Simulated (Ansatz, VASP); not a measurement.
# Two plane-wave programs on Be3As2

INCAR

```
SYSTEM = Be3As2
ALGO     = Normal         ! electronic algorithm
EDIFF    = 1E-6           ! SCF threshold, eV
EDIFFG   = -0.04          ! ionic threshold
ENCUT    = 600            ! plane-wave cutoff, eV
GGA      = PE             ! functional
IBRION   = 2              ! ionic algorithm
ISIF     = 3              ! what is computed and relaxed
ISMEAR   = 0              ! smearing method
LASPH    = .True.         ! aspherical terms in the spheres
LCHARG   = .False.        ! write CHGCAR
LREAL    = .False.        ! projectors in reciprocal space
LWAVE    = .False.        ! write WAVECAR
NELM     = 100            ! most SCF steps
NSW      = 90             ! ionic steps
PREC     = Accurate       ! precision mode
SIGMA    = 0.1            ! smearing width, eV
```

File KPOINTS:

```
k-points
0
Gamma
  6 6 2
  0 0 0
```

Contents of POSCAR:

```
Be3As2
1.0
    3.2456201300      0.0000000000      0.0000000000
   -1.6228100600      2.8107894800      0.0000000000
    0.0000000000      0.0000000000      7.9501132100
Be As
3 2
Direct
    0.6666666700      0.3333333300      0.8333333300
    0.0000000000      0.0000000000      0.5000000000
    0.3333333300      0.6666666700      0.1666666700
    0.3333333300      0.6666666700      0.6666666700
    0.6666666700      0.3333333300      0.3333333300
```

Input for Ansatz:

```yaml
crystal:
  lattice:
    - [3.24562013, 0.0, 0.0]
    - [-1.62281006, 2.81078948, 0.0]
    - [0.0, 0.0, 7.95011321]
  atoms:
    - { symbol: Be, position: [0.66666667, 0.33333333, 0.83333333] }
    - { symbol: Be, position: [0.0, 0.0, 0.5] }
    - { symbol: Be, position: [0.33333333, 0.66666667, 0.16666667] }
    - { symbol: As, position: [0.33333333, 0.66666667, 0.66666667] }
    - { symbol: As, position: [0.66666667, 0.33333333, 0.33333333] }
basis:
  ecutwfc: 420
kpoints:
  mp_grid: { grid: [6, 6, 2] }
hamiltonian:
  xc: pbe
scf:
  occupations: { method: gaussian, width: 0.1 }
  lower_state_search: "off"
output:
  forces: true
  stress: true
  eigenvalues: true
relax:
  adjacent_minimum: "off"
  f_tol: 0.04
  max_steps: 70
  cell: { stress_tol: 0.4 }
```

Change from the starting cell: ordered vacancies on the anion sites of rock salt (P-3m1, No. 164).

Alike in both runs: task relaxation of cell and atoms; functional PBE; k mesh 6 × 6 × 2; occupations gaussian, width 0.1 eV; no spin polarisation.

|  | VASP | Ansatz |
| --- | --- | --- |
| version | VASP 6.6.1 | Ansatz 0.2.0 |
| potentials or method | VASP PAW PBE potentials, release 64 (Be, As) | scalar-relativistic, plane waves, PAW |
| plane-wave cutoff (eV) | 600 | 420 |
| valence electrons in the cell | 16 | 36 |

```csv
,VASP,Ansatz,Ansatz less VASP
"gap on the k mesh at the Fermi level, each at its own relaxed structure (eV)",none,none,-
relaxed volume (Å³/atom),13.84,13.77,-0.064
relaxed cell length with the largest relative difference (Å),3.647,3.639,-0.0082
energy change over the relaxation (meV/atom),-536,-536,+0.5
```

A gap of «none» marks a metal or a gap that the smearing closes. The two sets of potentials don't hold the same shells in valence.

Caveats: the k mesh is coarse (spacing up to 0.40 Å⁻¹), so the values aren't converged.
